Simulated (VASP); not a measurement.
Given:

```
NiSi2
1.0
    0.00000     2.67086     2.67086
    2.67086     0.00000     2.67086
    2.67086     2.67086     0.00000
Si Ni
2 1
Direct
  0.25000   0.25000   0.25000
  0.75000   0.75000   0.75000
  0.00000   0.00000   0.00000
```

Computed with PBE GGA, VASP's PBE PAW potentials (set 64) (plane waves; VASP). Run with 520 eV cut-off, 10×10×10 Γ-centred mesh, first-order Methfessel-Paxton smearing of 0.10 eV, potentials Si Ni.

### Question
Give the stress tensor in GPa (positive for a compressed cell).

### Answer

```
9.69  0.00  0.00
0.00  9.69  0.00
0.00  0.00  9.69
```
The pressure is its mean diagonal, 9.69 GPa.

The compound is NiSi2 in the fluorite structure. This cell is one point of a volume scan, at 0.94 of the reference volume. The run is not spin-polarised, so no magnetic state was tried.
